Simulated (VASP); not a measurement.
Input of a VASP 6.6.1 run:

The input INCAR:

```
SYSTEM = GaAs
  ALGO = Normal
  EDIFF = 1E-7
  EDIFFG = -0.002
  ENCUT = 600
  GGA = PE
  IBRION = 2
  ISIF = 3
  ISMEAR = 0
  LASPH = .True.
  LCHARG = .False.
  LREAL = .False.
  LWAVE = .False.
  NELM = 100
  NSW = 100
  PREC = Accurate
  SIGMA = 0.01
```

KPOINTS

```
k-points
0
Gamma
  10 10 10
  0 0 0
```

Contents of POSCAR:

```
GaAs
1.0
    0.0000000000      2.8750910500      2.8750910500
    2.8750910500      0.0000000000      2.8750910500
    2.8750910500      2.8750910500      0.0000000000
Ga As
1 1
Direct
    0.0000000000      0.0000000000      0.0000000000
    0.7500000000      0.7500000000      0.7500000000
```

Potentials or basis: VASP PAW PBE potentials, release 64 (Ga_d, As).

The run is started by

```sh
$ cat potpaw_PBE.64/Ga_d/POTCAR potpaw_PBE.64/As/POTCAR > POTCAR
$ mpirun -np 1 vasp_std > vasp.out
```

(1) Estimate the band gap on the k mesh.

## Answers

(1) 0.14 eV, direct.

Caveat: the relaxation stopped at its first step, so nothing moved.
